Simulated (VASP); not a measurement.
Given:

```
CELL_PARAMETERS angstrom
      5.93957     0.00000     0.00000
      0.00000     5.93957     0.00000
      0.00000     0.00000     5.93957
ATOMIC_POSITIONS crystal
  Cs 0.00000 0.00000 0.00000
  Pb 0.50000 0.50000 0.50000
  Br 0.50000 0.00000 0.50000
  Br 0.00000 0.50000 0.50000
  Br 0.50000 0.50000 0.00000
```

Level of theory: r2SCAN meta-GGA with spin-orbit coupling, VASP's PBE PAW potentials (set 64) (plane waves; VASP 6.6.1). Numerical set-up: 400 eV cut-off, 4×4×4 Γ-centred mesh, Gaussian smearing of 0.050 eV, potentials Cs_sv Pb_d Br.

Predict the energy per atom (σ→0), band gap (over mesh and band path) with the smallest direct gap where there is one.

```
Property                                                 Value
---------------------------------------------  ---------------
band gap (over mesh and band path)                     0.95 eV
smallest direct gap (over mesh and band path)          0.95 eV
energy per atom (σ→0)                          -25.804 eV/atom
```

The absolute energy has meaning only against runs of the same code, potentials and settings.

The compound is CsPbBr3 in the cubic perovskite structure, the ideal cubic form; the compound distorts at low or room temperature. It was relaxed first.
